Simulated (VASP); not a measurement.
# ZrAl3B3N (P3m1) in VASP: band structure with PBE

Aim: the band structure of ZrAl3B3N with PBE.

Program: VASP 6.6.1. These are calculated values, not measurements. Logs are shortened: lines on timing, memory, paths and dates and some standing lists are left out, and cuts for length are marked.

## Step 1: Starting point

Symmetry: P3m1, No. 156, trigonal system. The conventional cell has a = 3.017 Å, b = 3.017 Å, c = 11.416 Å, α = 90.00°, β = 90.00°, γ = 120.00°. Zr (site symmetry 3m) is surrounded by 9 B at 2.49 to 2.57 Å. Around Al (site symmetry 3m) lie 3 N at 2.11 Å and 6 B at 2.35 to 2.43 Å. Al (site symmetry 3m) is surrounded by 3 N at 2.12 Å. Al (site symmetry 3m) is surrounded by 3 B at 2.21 Å. Around B (site symmetry 3m) lie 3 B at 1.75 Å. Around B (site symmetry 3m) lie 3 B at 1.75 Å. B (site symmetry 3m) has 3 Al at 2.21 Å and 3 Zr at 2.54 Å as nearest neighbours. N (site symmetry 3m) has 6 Al at 2.11 to 2.12 Å as nearest neighbours.

The cell was built by a generator and needn't be a form met in nature.

## Step 2: Band structure, PBE

The input, POSCAR:

```
ZrAl3B3N
1.0
    3.0172470000      0.0000000000      0.0000000000
   -1.5086230000      2.6130120000      0.0000000000
    0.0000000000      0.0000000000     11.4161900000
Zr Al B N
1 3 3 1
Direct
    0.6666670000      0.3333330000      0.0105530000
    0.6666670000      0.3333330000      0.3139950000
    0.0000000000      0.0000000000      0.5253830000
    0.3333330000      0.6666670000      0.7302860000
    0.0000000000      0.0000000000      0.1757430000
    0.3333330000      0.6666670000      0.1658530000
    0.0000000000      0.0000000000      0.8491690000
    0.3333330000      0.6666670000      0.4190330000
```

The input, INCAR.step1:

```
PREC     = Accurate       # precision mode
ENCUT    = 520            # plane-wave cutoff, eV
EDIFF    = 1E-6           # SCF threshold, eV
ISMEAR   = 0              # smearing method
SIGMA    = 0.1            # smearing width, eV
LREAL    = False          # projectors in reciprocal space
LASPH    = True           # aspherical terms in the spheres
NELM     = 80             # most SCF steps
ALGO     = Normal         # electronic algorithm
ISIF     = 2              # what is computed and relaxed
LWAVE    = False          # write WAVECAR
LCHARG   = True           # write CHGCAR
LMAXMIX  = 4              # l up to which the mixer works
GGA      = PE             # functional
NBANDS   = 28             # bands
```

The input, KPOINTS.step1:

```
regular mesh
0
Gamma
  12 12 4
```

The input, INCAR.step2:

```
PREC     = Accurate       # precision mode
ENCUT    = 520            # plane-wave cutoff, eV
EDIFF    = 1E-6           # SCF threshold, eV
ISMEAR   = 0              # smearing method
SIGMA    = 0.05           # smearing width, eV
LREAL    = False          # projectors in reciprocal space
LASPH    = True           # aspherical terms in the spheres
NELM     = 80             # most SCF steps
ALGO     = Normal         # electronic algorithm
ISIF     = 2              # what is computed and relaxed
LWAVE    = False          # write WAVECAR
LCHARG   = False          # write CHGCAR
LMAXMIX  = 4              # l up to which the mixer works
GGA      = PE             # functional
NBANDS   = 28             # bands
ICHARG   = 11             # starting density
```

The input, KPOINTS.step2:

```
path GMKGALHA,LM,KH
10
line-mode
reciprocal
 0.0000000000  0.0000000000  0.0000000000  G
 0.5000000000  0.0000000000  0.0000000000  M

 0.5000000000  0.0000000000  0.0000000000  M
 0.3333333333  0.3333333333  0.0000000000  K

 0.3333333333  0.3333333333  0.0000000000  K
 0.0000000000  0.0000000000  0.0000000000  G

 0.0000000000  0.0000000000  0.0000000000  G
 0.0000000000  0.0000000000  0.5000000000  A

 0.0000000000  0.0000000000  0.5000000000  A
 0.5000000000  0.0000000000  0.5000000000  L

 0.5000000000  0.0000000000  0.5000000000  L
 0.3333333333  0.3333333333  0.5000000000  H

 0.3333333333  0.3333333333  0.5000000000  H
 0.0000000000  0.0000000000  0.5000000000  A

 0.5000000000  0.0000000000  0.5000000000  L
 0.5000000000  0.0000000000  0.0000000000  M

 0.3333333333  0.3333333333  0.0000000000  K
 0.3333333333  0.3333333333  0.5000000000  H
```

Potentials or basis: VASP PAW PBE potentials, release 64 (Zr_sv, Al, B, N).

Command:

```bash
> cat potpaw_PBE.64/Zr_sv/POTCAR potpaw_PBE.64/Al/POTCAR potpaw_PBE.64/B/POTCAR potpaw_PBE.64/N/POTCAR > POTCAR
> cp INCAR.step1 INCAR
> cp KPOINTS.step1 KPOINTS
> mpirun -np 1 vasp_std > vasp.out
> cp INCAR.step2 INCAR
> cp KPOINTS.step2 KPOINTS
> mpirun -np 1 vasp_std > vasp.out
```

OUTCAR:

```text
PREC = Accurate
   ENCUT = 520
   EDIFF = 1E-6
   ISMEAR = 0
   LREAL = False
   LASPH = True
   NELM = 80
   ISIF = 2
   GGA = PE
   ICHARG = 11

 ion  position               nearest neighbor table
   1  0.667  0.333  0.011-   6 2.49   6 2.49   6 2.49   7 2.54   7 2.54   7 2.54   5 2.57   5 2.57
                             5 2.57   2 3.46
   2  0.667  0.333  0.314-   8 2.11   8 2.11   8 2.11   5 2.35   5 2.35   5 2.35   6 2.43   6 2.43
                             6 2.43   3 2.98   3 2.98   3 2.98   1 3.46
   3  0.000  0.000  0.525-   8 2.12   8 2.12   8 2.12   4 2.92   4 2.92   4 2.92   2 2.98   2 2.98
                             2 2.98
   4  0.333  0.667  0.730-   7 2.21   7 2.21   7 2.21   3 2.92   3 2.92   3 2.92
   5  0.000  0.000  0.176-   6 1.75   6 1.75   6 1.75   2 2.35   2 2.35   2 2.35   1 2.57   1 2.57
                             1 2.57
   6  0.333  0.667  0.166-   5 1.75   5 1.75   5 1.75   2 2.43   2 2.43   2 2.43   1 2.49   1 2.49
                             1 2.49
   7  0.000  0.000  0.849-   4 2.21   4 2.21   4 2.21   1 2.54   1 2.54   1 2.54
   8  0.333  0.667  0.419-   2 2.11   2 2.11   2 2.11   3 2.12   3 2.12   3 2.12

  LATTYP: Found a hexagonal cell.
 ALAT       =     3.0172470000
 C/A-ratio  =     3.7836444945

  Lattice vectors:

 A1 = (   3.0172470000,   0.0000000000,   0.0000000000)
 A2 = (  -1.5086230000,   2.6130120000,   0.0000000000)
 A3 = (   0.0000000000,   0.0000000000,  11.4161900000)

Analysis of symmetry for initial positions (statically):
=====================================================================
 Subroutine PRICEL returns:
 Original cell was already a primitive cell.

 Routine SETGRP: Setting up the symmetry group for a
 hexagonal supercell.

 Subroutine GETGRP returns: Found  6 space group operations
 (whereof  6 operations were pure point group operations)
 out of a pool of 24 trial point group operations.

The static configuration has the point symmetry C_3v.

Analysis of symmetry for dynamics (positions and initial velocities):
=====================================================================
 Subroutine PRICEL returns:
 Original cell was already a primitive cell.

 Routine SETGRP: Setting up the symmetry group for a
 hexagonal supercell.

 Subroutine GETGRP returns: Found  6 space group operations
 (whereof  6 operations were pure point group operations)
 out of a pool of 24 trial point group operations.

The dynamic configuration has the point symmetry C_3v.

 Subroutine INISYM returns: Found  6 space group operations
 (whereof  6 operations are pure point group operations),
 and found     1 'primitive' translations

----------------------------------------------------------------------------------------

                                     Primitive cell

  volume of cell :      90.0064

  direct lattice vectors                    reciprocal lattice vectors
     3.017247000  0.000000000  0.000000000     0.331427954  0.191349995  0.000000000
    -1.508623000  2.613012000  0.000000000     0.000000000  0.382700118  0.000000000
     0.000000000  0.000000000 11.416190000     0.000000000  0.000000000  0.087594898

  length of vectors
     3.017247000  3.017246272 11.416190000     0.382700025  0.382700118  0.087594898

  position of ions in fractional coordinates (direct lattice)
     0.666667000  0.333333000  0.010553000
     0.666667000  0.333333000  0.313995000
     0.000000000  0.000000000  0.525383000
     0.333333000  0.666667000  0.730286000
     0.000000000  0.000000000  0.175743000
     0.333333000  0.666667000  0.165853000
     0.000000000  0.000000000  0.849169000
     0.333333000  0.666667000  0.419033000

  ion indices of the primitive-cell ions
   primitive index   ion index
                 1           1
                 2           2
                 3           3
                 4           4
                 5           5
                 6           6
                 7           7
                 8           8

----------------------------------------------------------------------------------------

 KPOINTS: path GMKGALHA,LM,KH

Interpolating k-points between supplied coordinates.

 Line segments in fractional coordinates (reciprocal lattice):
    0.000000  0.000000  0.000000  ...  0.500000  0.000000  0.000000
    0.500000  0.000000  0.000000  ...  0.333333  0.333333  0.000000
    0.333333  0.333333  0.000000  ...  0.000000  0.000000  0.000000
    0.000000  0.000000  0.000000  ...  0.000000  0.000000  0.500000
    0.000000  0.000000  0.500000  ...  0.500000  0.000000  0.500000
    0.500000  0.000000  0.500000  ...  0.333333  0.333333  0.500000
    0.333333  0.333333  0.500000  ...  0.000000  0.000000  0.500000
    0.500000  0.000000  0.500000  ...  0.500000  0.000000  0.000000
    0.333333  0.333333  0.000000  ...  0.333333  0.333333  0.500000

 Generated    10 points on each line segment, for a total of     90 k-points:

 Following reciprocal coordinates:
            Coordinates               Weight
  0.000000  0.000000  0.000000      0.011111
  0.055556  0.000000  0.000000      0.011111
  0.111111  0.000000  0.000000      0.011111
  0.166667  0.000000  0.000000      0.011111
  0.222222  0.000000  0.000000      0.011111
  0.277778  0.000000  0.000000      0.011111
[... 16 lines left out ...]
  0.259259  0.259259  0.000000      0.011111
  0.222222  0.222222  0.000000      0.011111
 [... further k-points ...]
   k-points           NKPTS =     90   k-points in BZ     NKDIM =     90   number of bands    NBANDS=     28
   number of dos      NEDOS =    301   number of ions     NIONS =      8
   total plane-waves  NPLWV =  51840
   dimension x,y,z NGX =    24 NGY =   24 NGZ =   90
   dimension x,y,z NGXF=    48 NGYF=   48 NGZF=  180
   ions per type =               1   3   3   1
   NGX,Y,Z   is equivalent  to a cutoff of  13.22, 13.22, 13.11 a.u.
   NGXF,Y,Z  is equivalent  to a cutoff of  26.45, 26.45, 26.21 a.u.
 SYSTEM =  unknown system
   PREC   = accura    normal or accurate (medium, high low for compatibility)
   ISTART =      0    job   : 0-new  1-cont  2-samecut
   ICHARG =     11    charge: 1-file 2-atom 10-const
   ISPIN  =      1    spin polarized calculation?
   LNONCOLLINEAR =      F non collinear calculations
   LSORBIT =      F    spin-orbit coupling
   LASPH  =      T    aspherical Exc in radial PAW
   ENCUT  =  520.0 eV  38.22 Ry    6.18 a.u.   5.61  5.61 21.23*2*pi/ulx,y,z
   NELM   =     80;   NELMIN=  2; NELMDL=  0     # of ELM steps
   EDIFF  = 0.1E-05   stopping-criterion for ELM
   LREAL  =      F    real-space projection
   EDIFFG = 0.1E-04   stopping-criterion for IOM
   NSW    =      0    number of steps for IOM
   IBRION =     -1    ionic relax: 0-MD 1-quasi-New 2-CG
   NFREE  =      0    steps in history (QN), initial steepest desc. (CG)
   ISIF   =      2    stress and relaxation
   ISYM   =      2    0-nonsym 1-usesym 2-fastsym
   POTIM  = 0.5000    time-step for ionic-motion
   TEBEG  =    0.0;   TEEND  =   0.0 temperature during run
   PSTRESS=    0.0 pullay stress
   NELECT =      35.0000    total number of electrons
   NUPDOWN=      -1.0000    fix difference up-down
   EMIN   =  10.00;   EMAX   =-10.00  energy-range for DOS
   EFERMI =   0.00;   METHOD = LEGACY
   ISMEAR =     0;   SIGMA  =   0.05  broadening in eV -4-tet -1-fermi 0-gaus
   EFERMI_NEDOS =   21; number of points for ismear=-14 and -15
   IALGO  =     38    algorithm
   IMIX   =      4    mixing-type and parameters
     AMIX     =   0.40;   BMIX     =  1.00
     AMIX_MAG =   1.60;   BMIX_MAG =  1.00
  volume/ion in A,a.u.               =      11.25        75.92
  Fermi-wavevector in a.u.,A,eV,Ry     =   1.194922  2.258076 19.426936  1.427839
  Thomas-Fermi vector in A             =   2.330901
   LORBIT       =      0    0 simple, 1 ext, 2 COOP (PROOUT), +10 PAW based schemes
   GGA     = PE    functional components
   LHFCALC =     F    Hartree Fock is set to
   AEXX    =    0.0000 exact exchange contribution
   IVDW    =     0    specifies the selected vdW correction
   LEPSILON=     F    determine dielectric tensor
   LRPA    =     F    only Hartree local field effects (RPA)
 non-spin polarized calculation
 Gauss-broadening in eV      SIGMA  =   0.05
  energy-cutoff  :      520.00
  volume of cell :       90.01
 maximum number of plane-waves:      2461
 NGX is ok and might be reduce to    24

 number of electron      34.9999998 magnetization

 Free energy of the ion-electron system (eV)
  ---------------------------------------------------
  ext. energy  EPLUGINS =         0.00000000
  ---------------------------------------------------
  free energy    TOTEN  =       -49.54681943 eV

  energy without entropy =      -49.54530742  energy(sigma->0) =      -49.54606342

 E-fermi :   8.9230     XC(G=0): -11.3885

 val. band max:        8.9096428621   @ k =   0.3704   0.2593   0.0000
 cond. band min:       8.9652889107   @ k =   0.1481   0.1481   0.5000
 fundamental gap:      0.0556460487
 Fermi energy:         8.9230274217

 k-point     1 :       0.0000    0.0000    0.0000
  band No.  band energies     occupation
      1     -39.2462      2.00000
      2     -17.5580      2.00000
      3     -16.6492      2.00000
      4     -16.6492      2.00000
      5      -8.4056      2.00000
      6      -4.2850      2.00000
[... 20 lines left out ...]
     27      15.7455      0.00000
     28      16.5759      0.00000

 k-point     2 :       0.0556    0.0000    0.0000
  band No.  band energies     occupation
      1     -39.2403      2.00000
      2     -17.5495      2.00000
      3     -16.6931      2.00000
      4     -16.6586      2.00000
      5      -8.3621      2.00000
      6      -4.2328      2.00000
[... 674 lines left out ...]
 k-point    24 :       0.2222    0.2222    0.0000
  band No.  band energies     occupation
      1     -39.0683      2.00000
      2     -17.6892      2.00000
      3     -17.2980      2.00000
      4     -17.1136      2.00000
      5      -6.7404      2.00000
      6      -1.9318      2.00000
[... 20 lines left out ...]
     27      15.7927      0.00000
     28      16.0723      0.00000

 [... further k-points ...]

------------------------ aborting loop because EDIFF is reached ----------------------------------------

  FORCE on cell =-STRESS in cart. coord.  units (eV):
  Direction    XX          YY          ZZ          XY          YZ          ZX
  --------------------------------------------------------------------------------------
  -------------------------------------------------------------------------------------
  Total        1.8241675      1.8241667     -0.9060844      0.0000003     -0.0000000     -0.0000000
  in kB       32.4714609     32.4714472    -16.1289385      0.0000062     -0.0000000     -0.0000000
  external PRESSURE =      16.2713232 kB  Pullay stress =       0.0000000 kB

 VOLUME and BASIS-vectors are now :
 -----------------------------------------------------------------------------
  energy-cutoff  :      520.00
  volume of cell :       90.01
      direct lattice vectors                 reciprocal lattice vectors
     3.017247000  0.000000000  0.000000000     0.331427954  0.191349995  0.000000000
    -1.508623000  2.613012000  0.000000000     0.000000000  0.382700118  0.000000000
     0.000000000  0.000000000 11.416190000     0.000000000  0.000000000  0.087594898

 POSITION                                       TOTAL-FORCE (eV/Angst)
 -----------------------------------------------------------------------------------
      1.50863      0.87100      0.12048        -0.000000      0.000000      0.991164
      1.50863      0.87100      3.58463        -0.000000      0.000000      0.660039
      0.00000      0.00000      5.99787        -0.000000      0.000000      1.166989
     -0.00000      1.74201      8.33708        -0.000000      0.000000     -2.152536
      0.00000      0.00000      2.00632        -0.000000      0.000000     -0.265515
     -0.00000      1.74201      1.89341        -0.000000      0.000000     -0.145277
      0.00000      0.00000      9.69427        -0.000000      0.000000     -0.106606
     -0.00000      1.74201      4.78376         0.000000     -0.000000     -0.148258
 -----------------------------------------------------------------------------------
    total drift:                               -0.001298      0.000747     -0.040950

  FREE ENERGIE OF THE ION-ELECTRON SYSTEM (eV)
  ---------------------------------------------------
  free  energy   TOTEN  =       -49.5468194288 eV

  energy  without entropy=      -49.5453074200  energy(sigma->0) =      -49.54606342
```

Wall time 3.2 min (1 thread of Intel Xeon Platinum 8559C (Emerald Rapids), shared host); peak memory 0.35 GiB.

Results:

| Quantity | Value |
| --- | --- |
| Band gap along the path | none (metal or under the smearing width) |

Levels at the corners of the path, in eV from the Fermi level:
| point | band 16 | band 17 | band 18 | band 19 | band 20 | band 21 |
| --- | --- | --- | --- | --- | --- | --- |
| Γ | -0.40 | 1.62 | 1.62 | 1.80 | 2.66 | 2.66 |
| M | -2.49 | -1.60 | -0.27 | 0.72 | 0.82 | 2.23 |
| M | -2.49 | -1.60 | -0.27 | 0.72 | 0.82 | 2.23 |
| K | -2.27 | -1.89 | -0.32 | -0.31 | 0.27 | 1.65 |
| K | -2.27 | -1.89 | -0.32 | -0.31 | 0.27 | 1.65 |
| Γ | -0.40 | 1.62 | 1.62 | 1.80 | 2.66 | 2.66 |
| Γ | -0.40 | 1.62 | 1.62 | 1.80 | 2.66 | 2.66 |
| A | -1.16 | 1.62 | 1.62 | 2.00 | 2.66 | 2.66 |
| A | -1.16 | 1.62 | 1.62 | 2.00 | 2.66 | 2.66 |
| L | -2.12 | -1.18 | -0.55 | 0.76 | 0.81 | 2.14 |
| L | -2.12 | -1.18 | -0.55 | 0.76 | 0.81 | 2.14 |
| H | -2.56 | -2.08 | -0.56 | -0.34 | 0.12 | 2.00 |
| H | -2.56 | -2.08 | -0.56 | -0.34 | 0.12 | 2.00 |
| A | -1.16 | 1.62 | 1.62 | 2.00 | 2.66 | 2.66 |
| L | -2.12 | -1.18 | -0.55 | 0.76 | 0.81 | 2.14 |
| M | -2.49 | -1.60 | -0.27 | 0.72 | 0.82 | 2.23 |
| K | -2.27 | -1.89 | -0.32 | -0.31 | 0.27 | 1.65 |
| H | -2.56 | -2.08 | -0.56 | -0.34 | 0.12 | 2.00 |

Caveat: the log is that of the step along the path at fixed density, whose energy, stress, charges and moments have no meaning.
